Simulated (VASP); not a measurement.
Level of theory: PBE GGA, VASP's PBE PAW potentials (set 64) (plane waves; VASP).

A VASP calculation is set up with these files.

**INCAR**
```
! general
SYSTEM  = AgF
PREC    = Accurate
ENCUT   = 400   ! plane-wave cut-off (eV)
LREAL   = F   ! projection in real space or not
LASPH   = T

! electronic loop
EDIFF   = 1E-6   ! SCF stop (eV)
NELM    = 100
ALGO    = Normal   ! blocked Davidson
LMAXMIX = 4

! smearing
ISMEAR  = -1   ! Fermi-Dirac
SIGMA   = 0.1

! functional
GGA     = PE

! ions
ISIF    = 2

! output
LWAVE   = F
LCHARG  = F
```

File KPOINTS:
```
Automatic mesh
0
Gamma
6 5 1
0 0 0
```

POSCAR:
```
AgF
1
    3.0881920000     0.0000000000     0.0000000000
    0.0000000000     3.6481390000     0.0000000000
    0.0000000000     0.0000000000    16.2836260000
Ag F
2 2
Direct
  0.7500000000   0.8723000000   0.5701200000
  0.2500000000   0.3723000000   0.4298800000
  0.2500000000   0.5023000000   0.5545500000
  0.7500000000   0.0023000000   0.4454500000
```

POTCAR, in this order: Ag F (PBE.64 set). Program: vasp_std.

Output

### OSZICAR
```
       N       E                     dE             d eps       ncg     rms          rms(c)
DAV:   1     0.274757143419E+03    0.27476E+03   -0.14611E+04   544   0.111E+03
DAV:   2     0.136792443608E+02   -0.26108E+03   -0.25302E+03   700   0.291E+02
DAV:   3    -0.119199878146E+02   -0.25599E+02   -0.25372E+02   566   0.101E+02
DAV:   4    -0.123017019437E+02   -0.38171E+00   -0.38134E+00   612   0.133E+01
DAV:   5    -0.123066938732E+02   -0.49919E-02   -0.49908E-02   588   0.141E+00    0.157E+01
DAV:   6    -0.105872055750E+02    0.17195E+01   -0.71411E+00   652   0.254E+01    0.964E+00
DAV:   7    -0.105516190871E+02    0.35586E-01   -0.56190E-01   612   0.721E+00    0.538E+00
DAV:   8    -0.105289779368E+02    0.22641E-01   -0.12277E-01   618   0.289E+00    0.101E+00
DAV:   9    -0.105229782313E+02    0.59997E-02   -0.35867E-02   588   0.185E+00    0.210E-01
DAV:  10    -0.105221711922E+02    0.80704E-03   -0.26565E-03   600   0.588E-01    0.589E-02
DAV:  11    -0.105217947496E+02    0.37644E-03   -0.40823E-04   612   0.145E-01    0.396E-02
DAV:  12    -0.105218094617E+02   -0.14712E-04   -0.60271E-04   652   0.176E-01    0.351E-02
DAV:  13    -0.105218647762E+02   -0.55315E-04   -0.10243E-04   542   0.957E-02    0.168E-02
DAV:  14    -0.105219109044E+02   -0.46128E-04   -0.35428E-05   564   0.387E-02    0.158E-02
DAV:  15    -0.105220031737E+02   -0.92269E-04   -0.78400E-05   576   0.341E-02    0.108E-02
DAV:  16    -0.105221733522E+02   -0.17018E-03   -0.16940E-05   536   0.157E-02    0.870E-03
DAV:  17    -0.105222631964E+02   -0.89844E-04   -0.10572E-05   604   0.151E-02    0.302E-03
DAV:  18    -0.105223082980E+02   -0.45102E-04   -0.49803E-06   436   0.123E-02    0.939E-04
DAV:  19    -0.105223256741E+02   -0.17376E-04   -0.24121E-06   416   0.520E-03    0.668E-04
DAV:  20    -0.105223268989E+02   -0.12248E-05   -0.10263E-07   390   0.134E-03    0.221E-04
DAV:  21    -0.105223270639E+02   -0.16507E-06   -0.20586E-08   360   0.767E-04
   1 F= -.10522327E+02 E0= -.10510305E+02  d E =-.240440E-01
```

File OUTCAR:
```
------------------------ aborting loop because EDIFF is reached ----------------------------------------
  FORCE on cell =-STRESS in cart. coord.  units (eV):
  Direction    XX          YY          ZZ          XY          YZ          ZX
  --------------------------------------------------------------------------------------
  Total        9.4357219      6.7858425      7.8609256      0.0000000      0.0000000      0.0000000
  in kB       82.4060170     59.2635368     68.6526770      0.0000000      0.0000000      0.0000000
  external PRESSURE =      70.1074103 kB  Pullay stress =       0.0000000 kB
  volume of cell :      183.45
      direct lattice vectors                 reciprocal lattice vectors
     3.088192000  0.000000000  0.000000000     0.323814063  0.000000000  0.000000000
     0.000000000  3.648139000  0.000000000     0.000000000  0.274112362  0.000000000
     0.000000000  0.000000000 16.283626000     0.000000000  0.000000000  0.061411383
 POSITION                                       TOTAL-FORCE (eV/Angst)
 -----------------------------------------------------------------------------------
      2.31614      3.18227      9.28362        -0.000000      2.287583      2.928308
      0.77205      1.35820      7.00001         0.000000      2.287583     -2.928308
      0.77205      1.83246      9.03008        -0.000000     -2.287583      2.036988
      2.31614      0.00839      7.25354        -0.000000     -2.287583     -2.036988
 -----------------------------------------------------------------------------------
    total drift:                               -0.000000     -0.003564      0.000009
  FREE ENERGIE OF THE ION-ELECTRON SYSTEM (eV)
  ---------------------------------------------------
  free  energy   TOTEN  =       -10.5223270639 eV

  energy  without entropy=      -10.4982831098  energy(sigma->0) =      -10.51030509
```
(Selected blocks of OUTCAR.)

At this cut-off the stress carries a Pulay error, which pulls relaxed volumes low. The cell holds a wide vacuum, so values per volume refer to the whole cell.

The cell is a sheet with vacuum, built from a generated structure.
